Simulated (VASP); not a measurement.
Output of a VASP run:

**OSZICAR**
```
       N       E                     dE             d eps       ncg     rms          rms(c)
DAV:   1     0.110222193421E+03    0.11022E+03   -0.83463E+03   520   0.121E+03
DAV:   2     0.672209178589E+00   -0.10955E+03   -0.10429E+03   575   0.267E+02
DAV:   3    -0.374759177511E+01   -0.44198E+01   -0.44011E+01   615   0.564E+01
DAV:   4    -0.379032499234E+01   -0.42733E-01   -0.42726E-01   724   0.513E+00
DAV:   5    -0.379052073436E+01   -0.19574E-03   -0.19574E-03   633   0.297E-01    0.800E+00
DAV:   6    -0.358513046091E+01    0.20539E+00   -0.50326E-01   595   0.106E+01    0.627E+00
DAV:   7    -0.357798912197E+01    0.71413E-02   -0.11621E-01   580   0.272E+00    0.225E+00
DAV:   8    -0.357710762748E+01    0.88149E-03   -0.12473E-02   545   0.152E+00    0.628E-01
DAV:   9    -0.357714402364E+01   -0.36396E-04   -0.85216E-04   610   0.371E-01    0.154E-01
DAV:  10    -0.357717416930E+01   -0.30146E-04   -0.97761E-05   610   0.985E-02    0.554E-02
DAV:  11    -0.357719070698E+01   -0.16538E-04   -0.45802E-05   555   0.625E-02    0.448E-02
DAV:  12    -0.357718826549E+01    0.24415E-05   -0.58491E-06   600   0.263E-02    0.219E-02
DAV:  13    -0.357718809287E+01    0.17262E-06   -0.65070E-07   380   0.494E-03
   1 F= -.43444472E+01 E0= -.43443348E+01  d E =-.434445E+01
       N       E                     dE             d eps       ncg     rms          rms(c)
DAV:   1    -0.408471901690E+01   -0.50753E+00   -0.95138E+00   555   0.388E+01    0.609E+00
DAV:   2    -0.369127232646E+01    0.39345E+00   -0.96845E-01   535   0.146E+01    0.207E+00
DAV:   3    -0.364573247079E+01    0.45540E-01   -0.10899E-01   560   0.343E+00    0.199E+00
DAV:   4    -0.363668907991E+01    0.90434E-02   -0.13911E-02   550   0.802E-01    0.456E-01
DAV:   5    -0.363592518190E+01    0.76390E-03   -0.20824E-03   580   0.529E-01    0.269E-01
DAV:   6    -0.363593158355E+01   -0.64016E-05   -0.29366E-04   535   0.152E-01    0.116E-01
DAV:   7    -0.363592146446E+01    0.10119E-04   -0.12627E-04   615   0.137E-01    0.137E-02
DAV:   8    -0.363592756887E+01   -0.61044E-05   -0.16223E-05   545   0.391E-02    0.115E-02
DAV:   9    -0.363592863356E+01   -0.10647E-05   -0.20163E-06   579   0.884E-03    0.478E-03
DAV:  10    -0.363592845659E+01    0.17698E-06   -0.77412E-08   270   0.331E-03
   2 F= -.43576617E+01 E0= -.43575493E+01  d E =-.132145E-01
       N       E                     dE             d eps       ncg     rms          rms(c)
DAV:   1    -0.365649103221E+01   -0.20562E-01   -0.62055E-01   565   0.965E+00    0.128E+00
DAV:   2    -0.362928092406E+01    0.27210E-01   -0.71612E-02   550   0.404E+00    0.414E-01
DAV:   3    -0.362657613123E+01    0.27048E-02   -0.80966E-03   540   0.873E-01    0.405E-01
DAV:   4    -0.362620207005E+01    0.37406E-03   -0.95128E-04   550   0.268E-01    0.596E-02
DAV:   5    -0.362617102334E+01    0.31047E-04   -0.15519E-04   563   0.161E-01    0.587E-02
DAV:   6    -0.362617664193E+01   -0.56186E-05   -0.29458E-05   555   0.562E-02    0.225E-02
DAV:   7    -0.362617502846E+01    0.16135E-05   -0.61202E-06   565   0.322E-02    0.398E-03
DAV:   8    -0.362617544877E+01   -0.42032E-06   -0.75451E-07   405   0.767E-03
   3 F= -.43593122E+01 E0= -.43591998E+01  d E =-.148650E-01
```

File OUTCAR:
```
------------------------ aborting loop because EDIFF is reached ----------------------------------------
  Edisp (eV):   -0.73314
  FORCE on cell =-STRESS in cart. coord.  units (eV):
  Direction    XX          YY          ZZ          XY          YZ          ZX
  --------------------------------------------------------------------------------------
  Total       0.00011     0.00011     0.00011    -0.00000    -0.00000    -0.00000
  in kB       0.00246     0.00246     0.00246    -0.00000    -0.00000    -0.00000
  external pressure =        0.00 kB  Pullay stress =        0.00 kB
  volume of cell :       70.16
      direct lattice vectors                 reciprocal lattice vectors
    -0.000000000  3.273567652  3.273567652    -0.152738557  0.152738557  0.152738557
     3.273567652 -0.000000000  3.273567652     0.152738557 -0.152738557  0.152738557
     3.273567652  3.273567652 -0.000000000     0.152738557  0.152738557 -0.152738557
 POSITION                                       TOTAL-FORCE (eV/Angst)
 -----------------------------------------------------------------------------------
      0.00000      0.00000      0.00000        -0.000000     -0.000000      0.000000
      1.63678      1.63678      1.63678         0.000000      0.000000     -0.000000
 -----------------------------------------------------------------------------------
    total drift:                               -0.000000     -0.000000     -0.000000
  FREE ENERGIE OF THE ION-ELECTRON SYSTEM (eV)
  ---------------------------------------------------
  free  energy   TOTEN  =        -4.3593122215 eV

  energy  without entropy=       -4.3590873493  energy(sigma->0) =       -4.35919979

 reached required accuracy - stopping structural energy minimisation
```
(Selected blocks of OUTCAR.)

POSCAR:
```
HgTe
1
    0.0000000000     3.2300000000     3.2300000000
    3.2300000000     0.0000000000     3.2300000000
    3.2300000000     3.2300000000     0.0000000000
Hg Te
1 1
Direct
  0.0000000000   0.0000000000   0.0000000000
  0.2500000000   0.2500000000   0.2500000000
```

### Question
Write an INCAR and KPOINTS that could have produced this output.

### Answer
Several could match; the one computed here: the input of the run itself, PBE GGA with D4 dispersion, plane waves, VASP's PBE PAW potentials (set 64).

KPOINTS:
```
Automatic mesh
0
Gamma
7 7 7
0 0 0
```

INCAR:
```
# general
SYSTEM  = HgTe
PREC    = Accurate
ENCUT   = 520
LREAL   = F   # projection in real space or not
LASPH   = T   # aspherical one-centre terms

# electronic loop
EDIFF   = 1E-6
NELM    = 100   # most electronic steps
ALGO    = Normal   # blocked Davidson
LMAXMIX = 6

# smearing
ISMEAR  = 0
SIGMA   = 0.05   # width (eV)

# functional
GGA     = PE
IVDW    = 13   # D4

# ions
IBRION  = 2   # conjugate gradients
NSW     = 60   # most ionic steps
ISIF    = 3
EDIFFG  = -0.01   # ionic stop

# output
LWAVE   = F
LCHARG  = F
```

POTCAR, in this order: Hg Te (PBE.64 set). Program: vasp_std.

Energy and stress use the plane-wave basis of the starting cell.

The compound is HgTe in the zinc blende structure. This run relaxes it. Symmetry was kept, so distortions that lower it aren't found.
